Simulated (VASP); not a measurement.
Data:

```
LiF
1.0
    0.00000     2.06735     2.06735
    2.06735     0.00000     2.06735
    2.06735     2.06735     0.00000
Li F
1 1
Cartesian
  0.00000   0.00000   0.00000
  2.06735   2.06735   2.06735
```

These are PW91 GGA, VASP's PBE PAW potentials (set 64) (plane waves; VASP) values and carry that method's errors. Run with 520 eV cut-off, 11×11×11 Γ-centred mesh, Gaussian smearing of 0.050 eV, potentials Li_sv F.

**Question.** Give the stress tensor in GPa (positive for a compressed cell).

**Answer.** 
```
-3.57   0.00   0.00
 0.00  -3.57   0.00
 0.00   0.00  -3.57
```
The pressure is its mean diagonal, -3.57 GPa.

The compound is LiF in the rock salt structure. This cell is one point of a volume scan, at 1.06 of the reference volume.
